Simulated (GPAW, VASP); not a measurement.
This is a calculation of GaGe3 for VASP 6.6.1. Atoms were shifted at random by some hundredths of an Å from the given cell, which wasn't relaxed again for these runs. The cell comes from a database or a generator and needn't be the stable form of this composition.

File INCAR:

```
PREC     = Accurate       # precision mode
ENCUT    = 520            # plane-wave cutoff, eV
EDIFF    = 1E-7           # SCF threshold, eV
ISMEAR   = -1             # smearing method
SIGMA    = 0.05           # smearing width, eV
LREAL    = False          # projectors in reciprocal space
LASPH    = True           # aspherical terms in the spheres
NELM     = 60             # most SCF steps
ALGO     = Normal         # electronic algorithm
ISIF     = 2              # what is computed and relaxed
LWAVE    = False          # write WAVECAR
LCHARG   = False          # write CHGCAR
GGA      = PS             # functional
NBANDS   = 36             # bands
```

The input KPOINTS:

```
Automatic mesh
0
Gamma
  7 7 7
```

File POSCAR:

```
GaGe3
1.0
    0.0000000000      3.3871670000      3.3871670000
    3.3871670000      0.0000000000      3.3871670000
    3.3871670000      3.3871670000      0.0000000000
Ge Ga
3 1
Direct
    0.5073380000      0.5011620000      0.4946460000
    0.7594530000      0.7517590000      0.7461760000
    0.2490690000      0.2550790000      0.2519830000
    0.0098280000     -0.0176820000      0.0106650000
```

Potentials or basis: VASP PAW PBE potentials, release 64 (Ge_d, Ga_d).

Launch:

```console
$ cat potpaw_PBE.64/Ge_d/POTCAR potpaw_PBE.64/Ga_d/POTCAR > POTCAR
$ mpirun -np 1 vasp_std > vasp.out
```

Task: What does the same run look like in GPAW 26.7.0 (ASE script)? Potentials or basis there: PAW data sets generated for this functional, cutoff 600 eV.

Result: As run (cutoffs and basis follow the program's own potentials, and thresholds, step limits or extra output files can differ):

The input run.py:

```python
from ase import Atoms
from ase.dft.bandgap import bandgap
from ase.io import write
from ase.units import GPa
from gpaw import GPAW, PW, setup_paths

setup_paths.insert(0, '.')

atoms = Atoms(['Ge', 'Ge', 'Ge', 'Ga'],
              cell=[[0.0, 3.387167, 3.387167],
                    [3.387167, 0.0, 3.387167],
                    [3.387167, 3.387167, 0.0]],
              scaled_positions=[[0.507338, 0.501162, 0.494646],
                                [0.759453, 0.751759, 0.746176],
                                [0.249069, 0.255079, 0.251983],
                                [0.009828, -0.017682, 0.010665]],
              pbc=True)

calc = GPAW(mode=PW(600),
            xc='PBEsol',
            kpts={'size': (7, 7, 7), 'gamma': True},
            occupations={'name': 'fermi-dirac', 'width': 0.05},
            nbands=18,
            convergence={'density': 1e-05, 'energy': 1e-05},
            maxiter=150,
            txt='gpaw.txt')
atoms.calc = calc
energy = atoms.get_potential_energy()
forces = atoms.get_forces()
stress = atoms.get_stress()
calc.write('gs.gpw')
write('result.traj', atoms)
print(f'Energy: {energy:.6f} eV')
print('Forces (eV/A):')
print(forces.round(4))
print('Stress (GPa):', (stress / GPa).round(3))
print('Fermi level:', round(calc.get_fermi_level(), 4), 'eV')
print(f'Gap: {bandgap(calc)[0]:.4f} eV, direct: {bandgap(calc, direct=True)[0]:.4f} eV')
```

Potentials or basis: PAW data sets generated in the run's folder for this functional, pw.

Launch:

```sh
$ gpaw-setup -f PBEsol Ga Ge
$ OMP_NUM_THREADS=1 python run.py
```

Both were run:

|  | VASP | GPAW |
| --- | --- | --- |
| Pressure | -3.8 GPa | -4.1 GPa |
| Largest force | 0.156 eV/Å | 0.167 eV/Å |

The potentials hold 55 and 15 valence electrons a cell.

VASP's potentials were made for PBE.

Pressure is positive in compression.
